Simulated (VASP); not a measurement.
Crystal: KAl.

```
CELL_PARAMETERS angstrom
4.12691 0.00000 0.00000
0.00000 4.12691 0.00000
0.00000 0.00000 4.12691
ATOMIC_POSITIONS crystal
K 0.50000 0.50000 0.50000
Al 0.00000 0.00000 0.00000
```

The cell was built by a generator and needn't be a form met in nature.

Base run:

| Property | Result |
| --- | --- |
| Program | VASP 6.6.1 |
| Functional | RPBE |
| Potentials or basis | VASP PAW PBE potentials, release 64 (K_sv, Al) |
| Cutoff | 520 eV |
| k mesh | 7 × 7 × 7 |
| Occupations | fermi-dirac, width 0.05 eV |
| Spin | no spin polarisation |

Its results: pressure 0.9 GPa.

Task: After a change of settings the same cell gave: pressure 0.2 GPa. Which change was it?
A. functional from RPBE to AM05
B. functional from RPBE to TPSS
C. functional from RPBE to BLYP
D. functional from RPBE to LDA; potentials or basis from VASP PAW PBE potentials, release 64 (K_sv, Al) to VASP PAW LDA potentials, release 64 (K_sv, Al)

Result: B.

Caveats: the PAW data sets were made with another functional, which shifts forces and pressure a little.
